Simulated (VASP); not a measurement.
An input for Ansatz (written as the equivalent of a VASP run, and not itself run):

Ansatz 0.2 input:
```yaml
crystal:
  lattice:
    - [1.6398360, -2.8402790, 0.0000000]
    - [1.6398360, 2.8402790, 0.0000000]
    - [0.0000000, 0.0000000, 12.9587040]
  atoms:
    - { symbol: W, position: [0.3333330, 0.6666670, 0.2500000] }
    - { symbol: W, position: [0.6666670, 0.3333330, 0.7500000] }
    - { symbol: Se, position: [0.3333330, 0.6666670, 0.8790000] }
    - { symbol: Se, position: [0.6666670, 0.3333330, 0.3790000] }
    - { symbol: Se, position: [0.6666670, 0.3333330, 0.1210000] }
    - { symbol: Se, position: [0.3333330, 0.6666670, 0.6210000] }
kpoints:
  mp_grid: { grid: [5, 5, 1] }
hamiltonian:
  xc: pbe
  pseudopotentials: { kind: paw }
scf:
  occupations: { method: fermi_dirac, width: 0.02 }
  max_iter: 100
output: { forces: true, stress: true, eigenvalues: true }
```

**Question.** Translate this input to VASP (INCAR, KPOINTS, POSCAR, choice of POTCAR).

**Answer.** Several could match; the one computed here: 
POSCAR:
```
WSe2
1
    1.6398360000    -2.8402790000     0.0000000000
    1.6398360000     2.8402790000     0.0000000000
    0.0000000000     0.0000000000    12.9587040000
W Se
2 4
Direct
  0.3333330000   0.6666670000   0.2500000000
  0.6666670000   0.3333330000   0.7500000000
  0.3333330000   0.6666670000   0.8790000000
  0.6666670000   0.3333330000   0.3790000000
  0.6666670000   0.3333330000   0.1210000000
  0.3333330000   0.6666670000   0.6210000000
```

KPOINTS:
```
Automatic mesh
0
gamma
  5 5 1
0 0 0
```

**INCAR**
```
# general
SYSTEM   =  WSe2
PREC     =  Accurate
ENCUT    =  300
LREAL    =  .FALSE.
LASPH    =  .TRUE.

# electronic loop
EDIFF    =  1E-6
NELM     =  100
ALGO     =  Normal
LMAXMIX  =  6

# smearing
ISMEAR   =  -1
SIGMA    =  0.02

# functional
GGA      =  PE

# ions
ISIF     =  2

# output
LWAVE    =  .FALSE.
LCHARG   =  .FALSE.
```

POTCAR, in this order: W_sv Se (PBE.64 set). Program: vasp_std.

Limits of the translation: each code has its own PAW files, so the cut-off isn't converted (ENCUT is set for VASP's; basis.ecutwfc is left out, and Ansatz then takes the one that its files recommend); Ansatz stops its SCF on the density residual and VASP on the energy change (EDIFF).

The structure is a typed WSe2 crystal (P6_3/mmc). The cell was not relaxed at this level. The k-mesh is coarse (spacing up to 0.48 per Å, 2π included), so the numbers may not be converged in it.
